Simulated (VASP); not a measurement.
Write the native input for VASP 6.6.1 that does the following.

```
Task                   : relaxation of cell and atoms
Functional             : PBE
Potentials or basis    : VASP PAW PBE potentials, release 64 (Zn, C)
Cutoff                 : 600 eV
k mesh                 : 5 × 5 × 5
Occupations            : fermi-dirac, width 0.05 eV
Spin                   : no spin polarisation
Target pressure        : 2 GPa
Further INCAR settings : ALGO = Normal; EDIFF = 1e-07; IBRION = 2; EDIFFG = -0.01; NSW = 60; ISIF = 3
Target pressure        : 2 GPa
```

The structure of Zn6C lies in POSCAR:

```
Zn6C
1.0
   -3.1573100000      3.1573100000      3.1573100000
    3.1573100000     -3.1573100000      3.1573100000
    3.1573100000      3.1573100000     -3.1573100000
Zn C
6 1
Direct
    0.0000000000      0.3204500000      0.3204500000
    0.0000000000      0.6795500000      0.6795500000
    0.3204500000      0.0000000000      0.3204500000
    0.6795500000      0.0000000000      0.6795500000
    0.3204500000      0.3204500000      0.0000000000
    0.6795500000      0.6795500000      0.0000000000
    0.0000000000      0.0000000000      0.0000000000
```

The cell was built by a generator and needn't be a form met in nature.

One way to write it, as run:

INCAR

```
SYSTEM = Zn6C
  PREC = Accurate
  ENCUT = 600
  EDIFF = 1E-7
  ISMEAR = -1
  SIGMA = 0.05
  LREAL = .FALSE.
  LASPH = .TRUE.
  NELM = 100
  ALGO = Normal
  ISIF = 3
  LWAVE = .FALSE.
  LCHARG = .FALSE.
  GGA = PE
  IBRION = 2
  NSW = 60
  EDIFFG = -0.01
  PSTRESS = 20
```

KPOINTS

```
regular mesh
0
G
  5 5 5
  0 0 0
```

Potentials or basis: VASP PAW PBE potentials, release 64 (Zn, C).

Command:

```sh
$ cat potpaw_PBE.64/Zn/POTCAR potpaw_PBE.64/C/POTCAR > POTCAR
$ mpirun -np 1 vasp_std > vasp.out
```

It gave:

```yaml
Relaxed_volume: 17.60 Å³/atom
Relaxed_cell: a = 5.429 Å, b = 5.429 Å, c = 5.429 Å, α = 109.47°, β = 109.47°, γ = 109.47°
Space_group_after_relaxing_to_0.05_Å: Im-3m (No. 229)
Energy_change_on_relaxing_the_enthalpy_is_what_falls: +2.9 meV/atom
Ionic_steps: 3
Pressure_after_relaxing: 2.0 GPa
Largest_force_after_relaxing: 0.007 eV/Å
Band_gap_on_the_k_mesh: none (metal or under the smearing width)
```

Caveat: the cell is relaxed towards a set pressure, so the enthalpy falls and the energy may rise.

Wall time 4.3 min on 1 thread of Intel(R) Xeon(R) Platinum 8375C CPU @ 2.90GHz (Ice Lake) (shared host), peak memory 0.35 GiB.
